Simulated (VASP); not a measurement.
Input:

```
CELL_PARAMETERS angstrom
      0.00000     2.86166     2.86166
      2.86166     0.00000     2.86166
      2.86166     2.86166     0.00000
ATOMIC_POSITIONS crystal
  Na 0.00000 0.00000 0.00000
  Cl 0.50000 0.50000 0.50000
```

These are optB86b-vdW, VASP's PBE PAW potentials (set 64) (plane waves; VASP) values and carry that method's errors. Run with 520 eV cut-off, 8×8×8 Γ-centred mesh, Gaussian smearing of 0.050 eV, potentials Na_pv Cl.

Task: Give the stress tensor in GPa (positive for a compressed cell).

Result: 
```
-1.41   0.00   0.00
 0.00  -1.41   0.00
 0.00   0.00  -1.41
```
The pressure is its mean diagonal, -1.41 GPa.

The compound is NaCl in the rock salt structure. This cell is one point of a volume scan, at 1.06 of the reference volume.
